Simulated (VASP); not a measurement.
```
CELL_PARAMETERS angstrom
      1.22939    -2.12827     0.00000
      1.22939     2.12827     0.00000
      0.00000     0.00000     7.04123
ATOMIC_POSITIONS crystal
  C  0.58333 0.41667 0.75564
  C  0.41667 0.58333 0.24436
  C  0.91667 0.08333 0.75564
  C  0.08333 0.91667 0.24436
```

Calculation: r2SCAN meta-GGA, VASP's PBE PAW potentials (set 64) (plane waves; VASP). Numerical set-up: 520 eV cut-off, 11×11×4 Γ-centred mesh, tetrahedra with Blöchl corrections, potentials C.

The cores are frozen, which limits the accuracy of field gradients.

Task: Give the principal components of the electric field gradient (V/Å²) and the asymmetry η at each nucleus.

Result: 
```json
[
 {"atom": "C1", "Vxx": "-16.1", "Vyy": "-16.1", "Vzz": "32.2", "η": "0.00"},
 {"atom": "C2", "Vxx": "-16.1", "Vyy": "-16.1", "Vzz": "32.2", "η": "0.00"},
 {"atom": "C3", "Vxx": "-16.1", "Vyy": "-16.1", "Vzz": "32.2", "η": "0.00"},
 {"atom": "C4", "Vxx": "-16.1", "Vyy": "-16.1", "Vzz": "32.2", "η": "0.00"}
]
```

The structure comes from a computed database's C entry (Cmme); how it stands against other phases isn't given here. It was relaxed first.
